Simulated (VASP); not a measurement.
## ZnO: stress against strain

ZnO (wurtzite, P6_3mc, 12.401 Å³/atom and stress up to 0.16 GPa in the relaxed cell, c along z) under a strain ε along c (axis z), the other axes held. PBE in VASP (plane waves, PAW), 600 eV, 12×12×6 Γ-centred mesh, Gaussian smearing 0.05 eV; ions are relaxed, or left where forces stay under 0.02 eV/Å, within the symmetry of each cell. Stress is positive for a compressed cell.

Here s stands for strain and y for stress zz.

```
strain (%)  stress zz (GPa)
----------  ---------------
-1.50                  2.91
-1.00                  1.93
-0.50                  0.92
0.00                  -0.16
0.50                  -1.10
1.00                  -2.05
1.50                  -3.03
3.00                      ?
```

Fit y against s with a straight line, and predict the withheld value at s = 3.00.

Means: s 0, y -0.083. About the means, the sum of products is -13.900 and the sum of squares of s is 7.0000; the slope is their ratio. Least squares gives y = -0.083 - 1.9857·s. Residuals (row less fit): 0.014, 0.027, 0.010, -0.077, -0.024, 0.019, 0.032; standard error 0.042 (degrees of freedom: 5). The slope gives the elastic constant C33 = 199 ± 2 GPa (± standard error of the fit, which holds the terms cut off). At the withheld row, y = -0.083 - 1.9857 × 3.0 = -6.040 GPa. The calculation gives -6.01 GPa, 0.030 GPa above the prediction (0.3 % of the range of y in the table). The row lies outside the fitted rows, so this is an extrapolation. From the scatter of the fitted rows alone, a prediction at this place has a standard error of 0.066 GPa, so the miss is 0.5 times that.

A polynomial of degree 2 through the 12 other runs of the series gives -6.03 there. Rows are the converged runs of the series near zero and its far end, less any whose ions stayed unrelaxed beside relaxed ones; series whose fitted rows scatter by over a few per cent of the range, as at a crossing or softening among them, aren't shown in this form. Most that stay on the fit to the last digits aren't either.
